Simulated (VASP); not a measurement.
VASP input:

File POSCAR:
```
MgH2
1.0
  4.4581829201   0.0000000000   0.0000000000
  0.0000000000   4.4581829201   0.0000000000
  0.0000000000   0.0000000000   2.9720062962
Mg H
2 4
Cart
  0.0000000000   0.0000000000   0.0000000000
  2.2290914600   2.2290914600   1.4860031481
  1.3559069247   1.3559069247   0.0000000000
  3.5849983847   0.8731845354   1.4860031481
  0.8731845354   3.5849983847   1.4860031481
  3.1022759954   3.1022759954   0.0000000000
```

INCAR:
```
# general
SYSTEM = MgH2
PREC   = Accurate
ENCUT  = 520
LREAL  = .False.   # projection in real space or not
LASPH  = .True.

# electronic loop
EDIFF  = 1E-6   # SCF stop (eV)
NELM   = 100   # most electronic steps
ALGO   = Normal   # blocked Davidson

# smearing
ISMEAR = 0   # Gaussian
SIGMA  = 0.05   # width (eV)

# functional
GGA    = PE
IVDW   = 11   # D3, zero damping

# ions
IBRION = 2
NSW    = 60
ISIF   = 3   # ions, shape and volume
EDIFFG = -0.02   # ionic stop

# output
LWAVE  = .False.
LCHARG = .False.
```

File KPOINTS:
```
Regular mesh
0
gamma
  5 5 7
```

POTCAR, in this order: Mg H (PBE.64 set). Program: vasp_std.

Question: Translate this PBE-D3 (zero damping) calculation to Quantum ESPRESSO's pw.x.

Answer: One equivalent input (not run):
```
&CONTROL
  calculation = 'vc-relax'
  pseudo_dir = './pseudo'
  outdir = './out'
  tprnfor = .true.
  tstress = .true.
  nstep = 60
  forc_conv_thr = 0.00078
/
&SYSTEM
  ibrav = 0
  nat = 6
  ntyp = 2
  ecutwfc = 84
  occupations = 'smearing'
  smearing = 'gaussian'
  degauss = 0.003675
  input_dft = 'pbe'
  vdw_corr = 'grimme-d3'
  dftd3_version = 3
  dftd3_threebody = .false.
/
&ELECTRONS
  conv_thr = 7.3e-08
  electron_maxstep = 100
/
&IONS
/
&CELL
/
ATOMIC_SPECIES
  Mg 24.305 Mg.upf
  H 1.008 H.upf
CELL_PARAMETERS angstrom
     4.4581829   -0.0000000    0.0000000
    -0.0000000    4.4581829    0.0000000
     0.0000000    0.0000000    2.9720063
ATOMIC_POSITIONS crystal
  Mg   0.0000000  0.0000000  0.0000000
  Mg   0.5000000  0.5000000  0.5000000
  H    0.3041389  0.3041389  0.0000000
  H    0.8041389  0.1958611  0.5000000
  H    0.1958611  0.8041389  0.5000000
  H    0.6958611  0.6958611  0.0000000
K_POINTS automatic
  5 5 7 0 0 0
```
Limits of the translation: the potentials are each code's own (VASP's PAW set, PseudoDojo norm-conserving files in pw.x), so ENCUT and ecutwfc are chosen apart and not converted; conv_thr bounds pw.x's estimated SCF error, while EDIFF bounds the energy change between steps; forc_conv_thr acts on force components and is met together with etot_conv_thr.

The compound is MgH2 in the rutile structure. This run relaxes it. Symmetry was kept, so distortions that lower it aren't found. The start is the result of an earlier pass.
